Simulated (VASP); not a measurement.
Wanted: the native input for a VASP 6.6.1 run.

| Quantity | Value |
| --- | --- |
| Task | single point |
| Functional | r2SCAN |
| Potentials or basis | VASP PAW PBE potentials, release 64 (Be, Se, S) |
| Cutoff | 520 eV |
| k mesh | 10 × 10 × 10 |
| Occupations | gaussian, width 0.03 eV |
| Spin | no spin polarisation |
| Further INCAR settings | ALGO = Normal; EDIFF = 1e-06 |

The structure of Be3Se2S lies in POSCAR:

```
Be3Se2S
1.0
   -1.7966500000      1.7966500000      7.6159400000
    1.7966500000     -1.7966500000      7.6159400000
    1.7966500000      1.7966500000     -7.6159400000
Be Se S
3 2 1
Direct
    0.7500000000      0.2500000000      0.5000000000
    0.0771990000      0.5771990000      0.5000000000
    0.4228010000      0.9228010000      0.5000000000
    0.6638460000      0.6638460000      0.0000000000
    0.3361540000      0.3361540000      0.0000000000
    0.0000000000      0.0000000000      0.0000000000
```

The cell was built by a generator and needn't be a form met in nature.

These files were run (other wordings do the same):

INCAR

```
SYSTEM = Be3Se2S
PREC = Accurate ; ENCUT = 520
EDIFF = 1E-6 ; ISMEAR = 0
SIGMA = 0.03 ; LREAL = .False.
LASPH = .True. ; NELM = 150
ALGO = Normal ; ISIF = 2
LWAVE = .False. ; LCHARG = .False.
METAGGA = R2SCAN ; LMIXTAU = .True.
KPAR = 2
```

KPOINTS

```
regular mesh
0
Gamma
  10 10 10
  0 0 0
```

Potentials or basis: VASP PAW PBE potentials, release 64 (Be, Se, S).

The run is started by

```bash
$ cat potpaw_PBE.64/Be/POTCAR potpaw_PBE.64/Se/POTCAR potpaw_PBE.64/S/POTCAR > POTCAR
$ mpirun -np 2 vasp_std > vasp.out
```

Results of the run:

```
Pressure               : -0.5 GPa
Largest force          : 0.041 eV/Å
Band gap on the k mesh : 3.19 eV, indirect (least direct gap 3.61 eV)
```

Caveat: the PAW data sets were made with another functional, which shifts forces and pressure a little.

Run time: 15 min on 2 MPI ranks on Intel(R) Xeon(R) Platinum 8559C (Emerald Rapids), on a shared host, peak memory 0.65 GiB a rank.
